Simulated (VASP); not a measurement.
# Ca3Y3Au (Pm-3m) in VASP: relaxation of cell and atoms with PBE

Aim: the relaxation of cell and atoms of Ca3Y3Au with PBE.

Program: VASP 6.6.1. These are calculated values, not measurements. Logs are shortened: lines on timing, memory, paths and dates and some standing lists are left out, and cuts for length are marked.

### Step 1. The cell of the first run

It takes space group Pm-3m (No. 221, cubic). Conventional cell: a = 5.566 Å, b = 5.566 Å, c = 5.566 Å, α = 90.00°, β = 90.00°, γ = 90.00°. Ca (site symmetry 4/mmm) is surrounded by 4 Y at 2.78 Å. Around Y (site symmetry 4/mmm) lie 4 Ca at 2.78 Å and 2 Au at 2.78 Å. Around Au (site symmetry m-3m) lie 6 Y at 2.78 Å.

The cell was built by a generator and needn't be a form met in nature.

### Step 2. Relaxation of cell and atoms, PBE (species swapped into the Ce3GaBr3 type (Pm-3m, No. 221))

Contents of INCAR:

```
  PREC = Accurate
  ENCUT = 600
  EDIFF = 1E-6
  ISMEAR = 0
  SIGMA = 0.1
  LREAL = False
  LASPH = True
  NELM = 100
  ALGO = Normal
  ISIF = 3
  LWAVE = False
  LCHARG = False
  GGA = PE
  IBRION = 2
  NSW = 90
  EDIFFG = -0.04
```

Contents of KPOINTS:

```
Automatic mesh
0
Gamma
  4 4 4
```

Contents of POSCAR:

```
Ca3Y3Au
1.0
    5.5655835400      0.0000000000      0.0000000000
    0.0000000000      5.5655835400      0.0000000000
    0.0000000000      0.0000000000      5.5655835400
Ca Y Au
3 3 1
Direct
    0.0000000000      0.5000000000      0.0000000000
    0.5000000000      0.0000000000      0.0000000000
    0.0000000000      0.0000000000      0.5000000000
    0.0000000000      0.5000000000      0.5000000000
    0.5000000000      0.5000000000      0.0000000000
    0.5000000000      0.0000000000      0.5000000000
    0.5000000000      0.5000000000      0.5000000000
```

Potentials or basis: VASP PAW PBE potentials, release 64 (Ca_sv, Y_sv, Au).

Launch:

```bash
> cat potpaw_PBE.64/Ca_sv/POTCAR potpaw_PBE.64/Y_sv/POTCAR potpaw_PBE.64/Au/POTCAR > POTCAR
> mpirun -np 1 vasp_std > vasp.out
```

OUTCAR:

```text
PREC = Accurate
   ENCUT = 600
   EDIFF = 1E-6
   ISMEAR = 0
   LREAL = False
   LASPH = True
   NELM = 100
   ISIF = 3
   GGA = PE
   IBRION = 2
   NSW = 90
   EDIFFG = -0.04

 ion  position               nearest neighbor table
   1  0.000  0.500  0.000-   4 2.78   5 2.78   4 2.78   5 2.78
   2  0.500  0.000  0.000-   5 2.78   6 2.78   6 2.78   5 2.78
   3  0.000  0.000  0.500-   4 2.78   6 2.78   4 2.78   6 2.78
   4  0.000  0.500  0.500-   1 2.78   3 2.78   7 2.78   1 2.78   3 2.78   7 2.78   5 3.94   5 3.94
                             6 3.94   5 3.94   6 3.94   6 3.94   5 3.94   6 3.94
   5  0.500  0.500  0.000-   1 2.78   2 2.78   7 2.78   7 2.78   2 2.78   1 2.78   6 3.94   6 3.94
                             4 3.94   6 3.94   6 3.94   4 3.94   4 3.94   4 3.94
   6  0.500  0.000  0.500-   2 2.78   3 2.78   7 2.78   2 2.78   7 2.78   3 2.78   5 3.94   4 3.94
                             5 3.94   4 3.94   5 3.94   5 3.94   4 3.94   4 3.94
   7  0.500  0.500  0.500-   4 2.78   5 2.78   6 2.78   5 2.78   6 2.78   4 2.78

  LATTYP: Found a simple cubic cell.
 ALAT       =     5.5655835400

  Lattice vectors:

 A1 = (   5.5655835400,   0.0000000000,   0.0000000000)
 A2 = (   0.0000000000,   5.5655835400,   0.0000000000)
 A3 = (   0.0000000000,   0.0000000000,   5.5655835400)

Analysis of symmetry for initial positions (statically):
=====================================================================
 Subroutine PRICEL returns:
 Original cell was already a primitive cell.

 Routine SETGRP: Setting up the symmetry group for a
 simple cubic supercell.

 Subroutine GETGRP returns: Found 48 space group operations
 (whereof 48 operations were pure point group operations)
 out of a pool of 48 trial point group operations.

The static configuration has the point symmetry O_h .

Analysis of symmetry for dynamics (positions and initial velocities):
=====================================================================
 Subroutine PRICEL returns:
 Original cell was already a primitive cell.

 Routine SETGRP: Setting up the symmetry group for a
 simple cubic supercell.

 Subroutine GETGRP returns: Found 48 space group operations
 (whereof 48 operations were pure point group operations)
 out of a pool of 48 trial point group operations.

The dynamic configuration has the point symmetry O_h .

 Subroutine INISYM returns: Found 48 space group operations
 (whereof 48 operations are pure point group operations),
 and found     1 'primitive' translations

----------------------------------------------------------------------------------------

                                     Primitive cell

  volume of cell :     172.3980

  direct lattice vectors                    reciprocal lattice vectors
     5.565583540  0.000000000  0.000000000     0.179675679  0.000000000  0.000000000
     0.000000000  5.565583540  0.000000000     0.000000000  0.179675679  0.000000000
     0.000000000  0.000000000  5.565583540     0.000000000  0.000000000  0.179675679

  length of vectors
     5.565583540  5.565583540  5.565583540     0.179675679  0.179675679  0.179675679

  position of ions in fractional coordinates (direct lattice)
     0.000000000  0.500000000  0.000000000
     0.500000000  0.000000000  0.000000000
     0.000000000  0.000000000  0.500000000
     0.000000000  0.500000000  0.500000000
     0.500000000  0.500000000  0.000000000
     0.500000000  0.000000000  0.500000000
     0.500000000  0.500000000  0.500000000

  ion indices of the primitive-cell ions
   primitive index   ion index
                 1           1
                 2           2
                 3           3
                 4           4
                 5           5
                 6           6
                 7           7

----------------------------------------------------------------------------------------

 KPOINTS: Automatic mesh

Automatic generation of k-mesh.
 Grid dimensions read from file:
 generate k-points for:    4    4    4

 Generating k-lattice:

  Cartesian coordinates                     Fractional coordinates (reciprocal lattice)
     0.044918920  0.000000000  0.000000000     0.250000000  0.000000000  0.000000000
     0.000000000  0.044918920  0.000000000     0.000000000  0.250000000  0.000000000
     0.000000000  0.000000000  0.044918920     0.000000000  0.000000000  0.250000000

  Length of vectors
     0.044918920  0.044918920  0.044918920

  Shift w.r.t. Gamma in fractional coordinates (k-lattice)
     0.000000000  0.000000000  0.000000000

 Subroutine IBZKPT returns following result:
 ===========================================

 Found     10 irreducible k-points:

 Following reciprocal coordinates:
            Coordinates               Weight
  0.000000  0.000000  0.000000      1.000000
  0.250000  0.000000  0.000000      6.000000
  0.500000  0.000000  0.000000      3.000000
  0.250000  0.250000  0.000000     12.000000
  0.500000  0.250000  0.000000     12.000000
  0.500000  0.500000  0.000000      3.000000
  0.250000  0.250000  0.250000      8.000000
  0.500000  0.250000  0.250000     12.000000
  0.500000  0.500000  0.250000      6.000000
  0.500000  0.500000  0.500000      1.000000
   k-points           NKPTS =     10   k-points in BZ     NKDIM =     10   number of bands    NBANDS=     44
   number of dos      NEDOS =    301   number of ions     NIONS =      7
   total plane-waves  NPLWV = 110592
   dimension x,y,z NGX =    48 NGY =   48 NGZ =   48
   dimension x,y,z NGXF=    96 NGYF=   96 NGZF=   96
   ions per type =               3   3   1
   NGX,Y,Z   is equivalent  to a cutoff of  14.34, 14.34, 14.34 a.u.
   NGXF,Y,Z  is equivalent  to a cutoff of  28.68, 28.68, 28.68 a.u.
 SYSTEM =  unknown system
   PREC   = accura    normal or accurate (medium, high low for compatibility)
   ISTART =      0    job   : 0-new  1-cont  2-samecut
   ICHARG =      2    charge: 1-file 2-atom 10-const
   ISPIN  =      1    spin polarized calculation?
   LNONCOLLINEAR =      F non collinear calculations
   LSORBIT =      F    spin-orbit coupling
   LASPH  =      T    aspherical Exc in radial PAW
   ENCUT  =  600.0 eV  44.10 Ry    6.64 a.u.  11.12 11.12 11.12*2*pi/ulx,y,z
   NELM   =    100;   NELMIN=  2; NELMDL= -5     # of ELM steps
   EDIFF  = 0.1E-05   stopping-criterion for ELM
   LREAL  =      F    real-space projection
   EDIFFG = -.4E-01   stopping-criterion for IOM
   NSW    =     90    number of steps for IOM
   IBRION =      2    ionic relax: 0-MD 1-quasi-New 2-CG
   NFREE  =      1    steps in history (QN), initial steepest desc. (CG)
   ISIF   =      3    stress and relaxation
   ISYM   =      2    0-nonsym 1-usesym 2-fastsym
   POTIM  = 0.5000    time-step for ionic-motion
   TEBEG  =    0.0;   TEEND  =   0.0 temperature during run
   PSTRESS=    0.0 pullay stress
   NELECT =      74.0000    total number of electrons
   NUPDOWN=      -1.0000    fix difference up-down
   EMIN   =  10.00;   EMAX   =-10.00  energy-range for DOS
   EFERMI =   0.00;   METHOD = LEGACY
   ISMEAR =     0;   SIGMA  =   0.10  broadening in eV -4-tet -1-fermi 0-gaus
   EFERMI_NEDOS =   21; number of points for ismear=-14 and -15
   IALGO  =     38    algorithm
   IMIX   =      4    mixing-type and parameters
     AMIX     =   0.40;   BMIX     =  1.00
     AMIX_MAG =   1.60;   BMIX_MAG =  1.00
  volume/ion in A,a.u.               =      24.63       166.20
  Fermi-wavevector in a.u.,A,eV,Ry     =   1.234927  2.333674 20.749500  1.525045
  Thomas-Fermi vector in A             =   2.369597
   LORBIT       =      0    0 simple, 1 ext, 2 COOP (PROOUT), +10 PAW based schemes
   GGA     = PE    functional components
   LHFCALC =     F    Hartree Fock is set to
   AEXX    =    0.0000 exact exchange contribution
   IVDW    =     0    specifies the selected vdW correction
   LEPSILON=     F    determine dielectric tensor
   LRPA    =     F    only Hartree local field effects (RPA)
 conjugate gradient relaxation of ions
 non-spin polarized calculation
 Gauss-broadening in eV      SIGMA  =   0.10
  energy-cutoff  :      600.00
  volume of cell :      172.40
 maximum number of plane-waves:      5832
 NGX is ok and might be reduce to    48
   NGX = 23   NGY = 23   NGZ = 23

--------------------------------------- Ionic step        1  -------------------------------------------

 number of electron      74.0000010 magnetization

 Free energy of the ion-electron system (eV)
  ---------------------------------------------------
  ext. energy  EPLUGINS =         0.00000000
  ---------------------------------------------------
  free energy    TOTEN  =       -21.38673542 eV

  energy without entropy =      -21.36391976  energy(sigma->0) =      -21.37532759

 E-fermi :   4.6813     XC(G=0): -10.0735

 val. band max:        4.6141945021   @ k =   0.5000   0.2500   0.0000
 cond. band min:       4.7460524658   @ k =   0.5000   0.5000   0.2500
 fundamental gap:      0.1318579637
 Fermi energy:         4.6812713144

 k-point     1 :       0.0000    0.0000    0.0000
  band No.  band energies     occupation
      1     -37.9869      2.00000
      2     -37.9297      2.00000
      3     -37.9297      2.00000
      4     -36.3378      2.00000
      5     -36.3378      2.00000
      6     -36.3099      2.00000
[... 538 lines left out ...]
  energy  without entropy=      -24.4023204177  energy(sigma->0) =      -24.42332446

--------------------------------------- Ionic step        3  -------------------------------------------

 number of electron      73.9999999 magnetization

 Free energy of the ion-electron system (eV)
  ---------------------------------------------------
  ext. energy  EPLUGINS =         0.00000000
  ---------------------------------------------------
  free energy    TOTEN  =       -24.44622248 eV

  energy without entropy =      -24.40163781  energy(sigma->0) =      -24.42393015

 E-fermi :   2.4954     XC(G=0):  -8.5798

 val. band max:        2.4446065843   @ k =   0.5000   0.2500   0.0000
 cond. band min:       2.5055523916   @ k =   0.5000   0.0000   0.0000
 fundamental gap:      0.0609458073
 Fermi energy:         2.4953611577

 k-point     1 :       0.0000    0.0000    0.0000
  band No.  band energies     occupation
      1     -40.8259      2.00000
      2     -40.8205      2.00000
      3     -40.8205      2.00000
      4     -39.0631      2.00000
      5     -39.0631      2.00000
      6     -39.0625      2.00000
[... 493 lines left out ...]
  FREE ENERGIE OF THE ION-ELECTRON SYSTEM (eV)
  ---------------------------------------------------
  free  energy   TOTEN  =       -24.4462224848 eV

  energy  without entropy=      -24.4016378141  energy(sigma->0) =      -24.42393015

 reached required accuracy - stopping structural energy minimisation
```

It took 3.7 min on 1 thread of Intel Xeon 6975P-C (Granite Rapids), shared host; peak memory 0.4 GiB.

What came out:

- Free energy: -24.4462 eV
- Relaxed volume: 35.90 Å³/atom
- Relaxed cell: a = 6.311 Å, b = 6.311 Å, c = 6.311 Å, α = 90.00°, β = 90.00°, γ = 90.00°
- Space group after relaxing (to 0.05 Å): Pm-3m (No. 221)
- Energy gained by relaxing: 437.1 meV/atom
- Ionic steps: 3
- Pressure after relaxing: -0.1 GPa
- Band gap on the k mesh: none (metal or under the smearing width)

The path:
| step | energy change (eV) | largest force (eV/Å) | pressure (GPa) | volume (Å³) |
| --- | --- | --- | --- | --- |
| 1 | 0.0000 | 0.0000 | 17.24 | 172.40 |
| 2 | -3.0576 | 0.0000 | 0.26 | 247.33 |
| 3 | -3.0595 | 0.0000 | -0.10 | 251.32 |

Final structure:
```
Ca Y Au
1.0
     6.31070    0.00000    0.00000
     0.00000    6.31070    0.00000
     0.00000    0.00000    6.31070
Ca Y Au
3 3 1
Direct
  0.00000 0.50000 0.00000
  0.50000 0.00000 0.00000
  0.00000 0.00000 0.50000
  0.00000 0.50000 0.50000
  0.50000 0.50000 0.00000
  0.50000 0.00000 0.50000
  0.50000 0.50000 0.50000
```

Levels at points of the mesh, in eV from the Fermi level:
```
           k point  band 33  band 34  band 35  band 36  band 37  band 38  band 39  band 40  band 41  band 42
(0.00, 0.00, 0.00)    -1.11    -0.43    -0.43    -0.43     0.05     0.05     0.05     0.13     0.13     0.46
(0.50, 0.00, 0.00)    -0.56    -0.56    -0.32    -0.18    -0.18    -0.12     0.01     0.13     0.47     0.61
(0.50, 0.50, 0.00)    -1.19    -0.83    -0.50     0.04     0.04     0.18     0.84     0.84     1.05     1.05
(0.50, 0.50, 0.50)    -1.74    -1.06    -0.58    -0.58    -0.58     0.88     0.88     0.88     1.08     1.08
```

Caveat: the volume moved by over 15 % at a fixed basis, so the end points are rough.
